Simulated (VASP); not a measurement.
Data:

```yaml
crystal:
  lattice:
    - [0.00000, 2.09388, 2.09388]
    - [2.09388, 0.00000, 2.09388]
    - [2.09388, 2.09388, 0.00000]
  atoms:
    - { symbol: Na, position: [0.00000, 0.00000, 0.00000] }
    - { symbol: F, position: [0.50000, 0.50000, 0.50000] }
```

Computed with PBEsol GGA, VASP's PBE PAW potentials (set 64) (plane waves; VASP 6.6.1). Run with 600 eV cut-off, 10×10×10 Γ-centred mesh, Gaussian smearing of 0.050 eV, potentials Na_pv F.

What does the run give for the energy per atom (σ→0), pressure, band gap (on the k-mesh) with the smallest direct gap where there is one?

```json
{
 "band gap (on the k-mesh)": "8.10 eV",
 "smallest direct gap (on the k-mesh)": "8.10 eV",
 "energy per atom (σ→0)": "-4.151 eV/atom",
 "pressure": "301.3 kbar"
}
```

The compound is NaF in the rock salt structure. It was relaxed first under an external pressure of 30 GPa.
